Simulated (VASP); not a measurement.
VASP ran on this input.

KPOINTS:
```
Automatic mesh
0
Gamma
11 11 11
0 0 0
```

File POSCAR:
```
V
1
    2.4892560000     0.0000000000     0.0000000000
    0.0000000000     2.4892560000     0.0000000000
    0.0000000000     0.0000000000     2.4892560000
V
1
Direct
  0.0000000000   0.0000000000   0.0000000000
```

### INCAR
```
SYSTEM = V
PREC = Accurate
ENCUT = 400
EDIFF = 1E-6
NELM = 100
ALGO = Normal
LREAL = .FALSE.
LASPH = .TRUE.
ISMEAR = 1
SIGMA = 0.1
GGA = PE
LMAXMIX = 4
ISPIN = 2
MAGMOM = 2.0
LORBIT = 10
LWAVE = .FALSE.
LCHARG = .FALSE.
ISIF = 2
```

POTCAR, in this order: V_sv (PBE.64 set). Program: vasp_gam.

Output of the run:

standard output:
```
 POSCAR found type information on POSCAR V
 POSCAR found :  1 types and       1 ions
 Reading from existing POTCAR
 Reading from existing POTCAR
 LDA part: xc-table for (Slater+PW92), standard interpolation

 -----------------------------------------------------------------------------
|                                                                             |
|     EEEEEEE  RRRRRR   RRRRRR   OOOOOOO  RRRRRR      ###     ###     ###     |
|     E        R     R  R     R  O     O  R     R     ###     ###     ###     |
|     E        R     R  R     R  O     O  R     R     ###     ###     ###     |
|     EEEEE    RRRRRR   RRRRRR   O     O  RRRRRR       #       #       #      |
|     E        R   R    R   R    O     O  R   R                               |
|     E        R    R   R    R   O     O  R    R      ###     ###     ###     |
|     EEEEEEE  R     R  R     R  OOOOOOO  R     R     ###     ###     ###     |
|                                                                             |
|     You are using the Gamma-point-only version with more than one           |
|     k-point or some other non-Gamma k-point.                                |
|                                                                             |
|       ---->  I REFUSE TO CONTINUE WITH THIS SICK JOB ... BYE!!! <----       |
|                                                                             |
 -----------------------------------------------------------------------------
```

**Question.** Read input and log: which fault does this run have?
A) ENCUT is too low for a cell relaxation, so Pulay stress biases the volume
B) LEPSILON was set for a metal
C) selective dynamics freezes every atom
D) the Γ-only program was given a k-mesh

**Answer.** D, the Γ-only program was given a k-mesh. VASP stops with an error: You are using the Gamma-point-only version with more than one k-point or some other non-Gamma k-point. ----> I REFUSE TO CONTINUE WITH THIS SICK JOB ... BYE!!! <----

To mend it, run vasp_std.

The mended run (PBE GGA, plane waves, VASP's PBE PAW potentials (set 64)) converges, and its OSZICAR ends with
```
   1 F= -.81420271E+01 E0= -.81425966E+01  d E =0.170835E-02  mag=    -0.0000
```

The structure was generated: V was put into the simple-cubic type (Pm-3m), which need not be its known phase. The cell was not relaxed at this level.
